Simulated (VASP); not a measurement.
Consider the following.

```yaml
crystal:
  lattice:
    - [3.32664, 0.00000, 0.00000]
    - [0.00000, 3.32664, 0.00000]
    - [0.00000, 0.00000, 3.32664]
  atoms:
    - { symbol: Ag, position: [0.00000, 0.00000, 0.00000] }
    - { symbol: Cl, position: [0.50000, 0.50000, 0.50000] }
```

All values below come from PBEsol GGA, VASP's PBE PAW potentials (set 64) (plane waves; VASP 6.6.1). Run with 400 eV cut-off, Gaussian smearing of 0.050 eV, potentials Ag Cl.

### Question
Give the energies of bands 2 to 12 at the high-symmetry points, in eV from the valence-band maximum.

### Answer

```json
[
 {"band": "2", "Γ": "-3.20", "X": "-5.91", "M": "-4.28", "R": "-5.07"},
 {"band": "3", "Γ": "-3.20", "X": "-3.34", "M": "-4.28", "R": "-5.07"},
 {"band": "4", "Γ": "-2.03", "X": "-3.34", "M": "-2.94", "R": "-5.07"},
 {"band": "5", "Γ": "-2.03", "X": "-3.01", "M": "-2.40", "R": "-1.64"},
 {"band": "6", "Γ": "-2.03", "X": "-1.97", "M": "-2.40", "R": "-1.64"},
 {"band": "7", "Γ": "-1.85", "X": "-1.60", "M": "-2.37", "R": "-0.18"},
 {"band": "8", "Γ": "-1.85", "X": "0.00", "M": "-1.66", "R": "-0.18"},
 {"band": "9", "Γ": "-1.85", "X": "0.00", "M": "-1.09", "R": "-0.18"},
 {"band": "10", "Γ": "0.45", "X": "4.75", "M": "2.59", "R": "4.29"},
 {"band": "11", "Γ": "9.17", "X": "5.88", "M": "9.16", "R": "4.29"},
 {"band": "12", "Γ": "9.17", "X": "8.91", "M": "9.16", "R": "4.29"}
]
```

The gap is indirect, 0.45 eV, from the valence maximum at X to the conduction minimum at Γ.

The structure was generated: AgCl was put into the CsCl type type (Pm-3m), which need not be its known phase. It was relaxed first, which changed the volume by +11 %.
